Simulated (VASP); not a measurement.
```xyz
3
Lattice="0.0000 2.6785 2.6785 2.6785 0.0000 2.6785 2.6785 2.6785 0.0000" Properties=species:S:1:pos:R:3 pbc="T T T"
Co     0.0000     0.0000     0.0000
Si     1.3393     1.3393     1.3393
Si     4.0178     4.0178     4.0178
```

Level of theory: revTPSS meta-GGA, VASP's PBE PAW potentials (set 64) (plane waves; VASP). Run with 520 eV cut-off, 10×10×10 Γ-centred mesh, first-order Methfessel-Paxton smearing of 0.10 eV, potentials Co Si.

**Question.** What does the run give for the energy per atom (σ→0), pressure, band gap (on the k-mesh) with the smallest direct gap where there is one?

**Answer.** 
The band gap (on the k-mesh) is none (metal, semimetal or under 0.01 eV), the energy per atom (σ→0) is -6.339 eV/atom and the pressure comes out as -55.2 kbar.

The absolute energy has meaning only against runs of the same code, potentials and settings.

The compound is CoSi2 in the fluorite structure. This cell is one point of a volume scan, at 1.03 of the reference volume. The run is not spin-polarised, so no magnetic state was tried. The electron count is odd and the run is not spin-polarised, which forces a metal.
